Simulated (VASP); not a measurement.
These are r2SCAN meta-GGA, VASP's PBE PAW potentials (set 64) (plane waves; VASP) values and carry that method's errors.

The input files of a VASP run:

### INCAR
```
SYSTEM = CdS
PREC = Accurate
ENCUT = 520
EDIFF = 1E-6
NELM = 100
ALGO = Normal
LREAL = .FALSE.
LASPH = .TRUE.
ISMEAR = 0
SIGMA = 0.05
METAGGA = R2SCAN
LMIXTAU = .TRUE.
LMAXMIX = 4
LWAVE = .FALSE.
LCHARG = .FALSE.
IBRION = 2
ISIF = 3
NSW = 60
EDIFFG = -0.01
```

File KPOINTS:
```
Automatic mesh
0
Gamma
7 7 7
0 0 0
```

### POSCAR
```
CdS
1.0
  0.0000000000   2.9437321143   2.9437321143
  2.9437321143   0.0000000000   2.9437321143
  2.9437321143   2.9437321143   0.0000000000
Cd S
1 1
Cart
  0.0000000000   0.0000000000   0.0000000000
  1.4718660571   1.4718660571   1.4718660571
```

POTCAR, in this order: Cd S (PBE.64 set). Program: vasp_std.

Output of the run:

**OSZICAR**
```
       N       E                     dE             d eps       ncg     rms          rms(c)
DAV:   1     0.850841532883E+02    0.85084E+02   -0.91770E+03   528   0.127E+03
DAV:   2    -0.296361844527E+02   -0.11472E+03   -0.10862E+03   580   0.300E+02
DAV:   3    -0.348416995626E+02   -0.52055E+01   -0.51863E+01   635   0.661E+01
DAV:   4    -0.348811449516E+02   -0.39445E-01   -0.39439E-01   555   0.575E+00
DAV:   5    -0.348816825125E+02   -0.53756E-03   -0.53756E-03   625   0.659E-01    0.767E+00
DAV:   6    -0.295031965191E+02    0.53785E+01   -0.41689E+00   525   0.337E+01    0.944E+00
DAV:   7    -0.296031520374E+02   -0.99956E-01   -0.47626E-01   520   0.901E+00    0.536E+00
DAV:   8    -0.294958798774E+02    0.10727E+00   -0.40875E-01   520   0.605E+00    0.125E+00
DAV:   9    -0.296700735210E+02   -0.17419E+00   -0.20507E-01   530   0.439E+00    0.731E-01
DAV:  10    -0.296816061700E+02   -0.11533E-01   -0.11244E-02   540   0.104E+00    0.317E-01
DAV:  11    -0.296835632421E+02   -0.19571E-02   -0.69277E-03   530   0.955E-01    0.179E-01
DAV:  12    -0.296846206207E+02   -0.10574E-02   -0.27633E-03   530   0.547E-01    0.116E-01
DAV:  13    -0.296856893333E+02   -0.10687E-02   -0.11709E-03   520   0.397E-01    0.290E-02
DAV:  14    -0.296858116101E+02   -0.12228E-03   -0.37377E-05   590   0.573E-02    0.559E-03
DAV:  15    -0.296858340498E+02   -0.22440E-04   -0.10107E-05   555   0.320E-02    0.442E-03
DAV:  16    -0.296858376222E+02   -0.35724E-05   -0.42852E-06   530   0.214E-02    0.385E-03
DAV:  17    -0.296858379931E+02   -0.37089E-06   -0.33086E-07   310   0.677E-03
   1 F= -.29685838E+02 E0= -.29685838E+02  d E =-.296858E+02
```

**OUTCAR**
```
------------------------ aborting loop because EDIFF is reached ----------------------------------------
  FORCE on cell =-STRESS in cart. coord.  units (eV):
  Direction    XX          YY          ZZ          XY          YZ          ZX
  --------------------------------------------------------------------------------------
  Total        0.0034077      0.0034077      0.0034077      0.0000000     -0.0000000      0.0000000
  in kB        0.1070159      0.1070159      0.1070159      0.0000000     -0.0000000      0.0000000
  external PRESSURE =       0.1070159 kB  Pullay stress =       0.0000000 kB
  volume of cell :       51.02
      direct lattice vectors                 reciprocal lattice vectors
     0.000000000  2.943732114  2.943732114    -0.169852412  0.169852412  0.169852412
     2.943732114  0.000000000  2.943732114     0.169852412 -0.169852412  0.169852412
     2.943732114  2.943732114  0.000000000     0.169852412  0.169852412 -0.169852412
  FREE ENERGIE OF THE ION-ELECTRON SYSTEM (eV)
  ---------------------------------------------------
  free  energy   TOTEN  =       -29.6858379931 eV

  energy  without entropy=      -29.6858379931  energy(sigma->0) =      -29.68583799

 reached required accuracy - stopping structural energy minimisation
```
(Selected blocks of OUTCAR.)

The compound is CdS in the zinc blende structure, a metastable form; wurtzite is the usual one. It was relaxed first. The start is the result of an earlier pass.
